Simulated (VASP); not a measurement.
Output of a VASP run:

OSZICAR:
```
       N       E                     dE             d eps       ncg     rms          rms(c)
DAV:   1     0.372778948774E+02    0.37278E+02   -0.74783E+03   720   0.120E+03
DAV:   2    -0.309589954030E+02   -0.68237E+02   -0.62547E+02  1088   0.194E+02
DAV:   3    -0.340000469131E+02   -0.30411E+01   -0.30257E+01   932   0.397E+01
DAV:   4    -0.340317934926E+02   -0.31747E-01   -0.31726E-01   904   0.491E+00
DAV:   5    -0.340322908377E+02   -0.49735E-03   -0.49727E-03   928   0.575E-01    0.135E+01
DAV:   6    -0.300659617841E+02    0.39663E+01   -0.11044E+01   876   0.217E+01    0.615E+00
DAV:   7    -0.299224235528E+02    0.14354E+00   -0.11008E+00   916   0.704E+00    0.262E+00
DAV:   8    -0.299057402022E+02    0.16683E-01   -0.53989E-02   864   0.172E+00    0.545E-01
DAV:   9    -0.299050036584E+02    0.73654E-03   -0.63792E-03   864   0.619E-01    0.131E-01
DAV:  10    -0.299052362191E+02   -0.23256E-03   -0.62293E-04   856   0.185E-01    0.525E-02
DAV:  11    -0.299052466698E+02   -0.10451E-04   -0.81898E-05   848   0.735E-02    0.125E-02
DAV:  12    -0.299052477020E+02   -0.10322E-05   -0.36151E-06   904   0.148E-02    0.255E-03
DAV:  13    -0.299052480161E+02   -0.31412E-06   -0.16037E-07   656   0.353E-03    0.195E-03
DAV:  14    -0.299052480356E+02   -0.19542E-07   -0.19192E-08   528   0.122E-03
   1 F= -.31193084E+02 E0= -.31193084E+02  d E =-.311931E+02
       N       E                     dE             d eps       ncg     rms          rms(c)
DAV:   1    -0.299054361761E+02   -0.18816E-03   -0.18460E-02   884   0.116E+00    0.965E-02
DAV:   2    -0.299052628777E+02    0.17330E-03   -0.62871E-04   904   0.230E-01    0.483E-02
DAV:   3    -0.299051642156E+02    0.98662E-04   -0.18677E-04   928   0.119E-01    0.840E-03
DAV:   4    -0.299051654530E+02   -0.12374E-05   -0.26230E-05   864   0.375E-02    0.587E-03
DAV:   5    -0.299051652479E+02    0.20509E-06   -0.36575E-07   896   0.577E-03    0.332E-03
DAV:   6    -0.299051651732E+02    0.74715E-07   -0.19045E-07   600   0.371E-03
   2 F= -.31192984E+02 E0= -.31192984E+02  d E =0.995687E-04
       N       E                     dE             d eps       ncg     rms          rms(c)
DAV:   1    -0.299054258800E+02   -0.26063E-03   -0.67862E-03   880   0.702E-01    0.585E-02
DAV:   2    -0.299053624577E+02    0.63422E-04   -0.23080E-04   912   0.139E-01    0.293E-02
DAV:   3    -0.299053262811E+02    0.36177E-04   -0.68899E-05   920   0.721E-02    0.505E-03
DAV:   4    -0.299053267611E+02   -0.48007E-06   -0.96036E-06   868   0.227E-02    0.355E-03
DAV:   5    -0.299053266864E+02    0.74750E-07   -0.11929E-07   588   0.347E-03
   3 F= -.31193156E+02 E0= -.31193156E+02  d E =-.720389E-04
       N       E                     dE             d eps       ncg     rms          rms(c)
DAV:   1    -0.299053405732E+02   -0.13812E-04   -0.78743E-04   768   0.257E-01    0.834E-03
DAV:   2    -0.299053391251E+02    0.14481E-05   -0.70980E-06   912   0.219E-02    0.470E-03
DAV:   3    -0.299053382065E+02    0.91860E-06   -0.15243E-06   884   0.960E-03    0.588E-04
DAV:   4    -0.299053382151E+02   -0.86488E-08   -0.12221E-07   568   0.292E-03
   4 F= -.31193165E+02 E0= -.31193165E+02  d E =-.919773E-05
```

OUTCAR:
```
------------------------ aborting loop because EDIFF is reached ----------------------------------------
 Edisp (eV)   -1.28783
  FORCE on cell =-STRESS in cart. coord.  units (eV):
  Direction    XX          YY          ZZ          XY          YZ          ZX
  --------------------------------------------------------------------------------------
  Total       3.71528     3.71528     3.71645     0.00000     0.00000     0.00000
  in kB     153.97622   153.97619   154.02478     0.00000     0.00000     0.00000
  external pressure =      153.99 kB  Pullay stress =        0.00 kB
  volume of cell :       38.66
      direct lattice vectors                 reciprocal lattice vectors
     1.504064107 -2.605115185  0.000000000     0.332432639 -0.191930093 -0.000000000
     1.504064107  2.605115185 -0.000000000     0.332432639  0.191930093  0.000000000
     0.000000000 -0.000000000  4.933160428     0.000000000  0.000000000  0.202709807
  FREE ENERGIE OF THE ION-ELECTRON SYSTEM (eV)
  ---------------------------------------------------
  free  energy   TOTEN  =       -31.1931649553 eV

  energy  without entropy=      -31.1931649553  energy(sigma->0) =      -31.19316496

 reached required accuracy - stopping structural energy minimisation
```
(Selected blocks of OUTCAR.)

**POSCAR**
```
SiC
1
    1.5034211348    -2.6040015545     0.0000000000
    1.5034211348     2.6040015545     0.0000000000
    0.0000000000     0.0000000000     4.9373808289
Si C
2 2
Direct
  0.6666670000   0.3333330000   0.4996118854
  0.3333330000   0.6666670000   0.9996118854
  0.6666670000   0.3333330000   0.8753881146
  0.3333330000   0.6666670000   0.3753881146
```

Question: Reconstruct the remaining input files.

Answer: This is not unique; one that fits is the input of the run itself, PBE GGA with D3 dispersion (Becke-Johnson damping), plane waves, VASP's PBE PAW potentials (set 64).

### KPOINTS
```
K-points
0
G
 8 8 5
0 0 0
```

**INCAR**
```
SYSTEM  =  SiC
PREC  =  Accurate; ENCUT  =  520; LREAL  =  F
LASPH  =  T
EDIFF  =  1E-7; NELM  =  100; ALGO  =  Normal
ISMEAR  =  0; SIGMA  =  0.05
GGA  =  PE; IVDW  =  12
IBRION  =  2; NSW  =  30; ISIF  =  4
EDIFFG  =  -0.01
LWAVE  =  F; LCHARG  =  F
```

POTCAR, in this order: Si C (PBE.64 set). Program: vasp_std.

The compound is SiC in the wurtzite structure, the rare 2H polytype. This cell is one point of a volume scan, at 0.94 of the reference volume. Symmetry was kept, so distortions that lower it aren't found.
